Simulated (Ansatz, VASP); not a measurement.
## Sr3Zn: VASP beside Ansatz

INCAR

```
SYSTEM = Sr3Zn
PREC = Accurate
ENCUT = 520
EDIFF = 1E-6
ISMEAR = -1
SIGMA = 0.1
LREAL = .False.
LASPH = .True.
NELM = 80
ALGO = Normal
ISIF = 2
LWAVE = .False.
LCHARG = .False.
GGA = PS
NBANDS = 29
```

KPOINTS

```
regular mesh
0
Gamma
  5 5 5
  0 0 0
```

The input POSCAR:

```
Sr3Zn
1.0
    5.4799420000      0.0000000000      0.0000000000
    0.0000000000      5.4799420000      0.0000000000
    0.0000000000      0.0000000000      5.4799420000
Sr Zn
3 1
Direct
    0.5000000000      0.0000000000      0.5000000000
    0.5000000000      0.5000000000      0.0000000000
    0.0000000000      0.5000000000      0.5000000000
    0.0000000000      0.0000000000     -0.0364967366
```

Input for Ansatz:

```yaml
crystal:
  lattice:
    - [5.479942, 0.0, 0.0]
    - [0.0, 5.479942, 0.0]
    - [0.0, 0.0, 5.479942]
  atoms:
    - { symbol: Sr, position: [0.5, 0.0, 0.5] }
    - { symbol: Sr, position: [0.5, 0.5, 0.0] }
    - { symbol: Sr, position: [0.0, 0.5, 0.5] }
    - { symbol: Zn, position: [0.0, 0.0, -0.03649673664429295] }
basis:
  ecutwfc: 517.016338673772
kpoints:
  mp_grid:
    grid: [5, 5, 5]
hamiltonian:
  xc: pbesol
scf:
  occupations:
    method: fermi_dirac
    width: 0.1
output:
  forces: true
```

The cell comes from a database or a generator and needn't be the stable form of this composition.

Alike in both runs: task single point; functional PBEsol; k mesh 5 × 5 × 5; occupations fermi-dirac, width 0.1 eV; no spin polarisation.

```csv
,VASP,Ansatz
version,VASP 6.6.1,Ansatz 0.2.0
potentials or method,"VASP PAW PBE potentials, release 64 (Sr_sv, Zn)","plane waves, PAW"
plane-wave cutoff (eV),520,517
valence electrons in the cell,42,42
```

|  | VASP | Ansatz | Ansatz less VASP |
| --- | --- | --- | --- |
| rms of the force components (eV/Å) | 0.031 | 0.031 | +0.0001 |

Atom by atom the forces differ by 0.000 eV/Å (rms over components).

Caveats: the PAW data sets were made with another functional, which shifts forces and pressure a little (VASP).
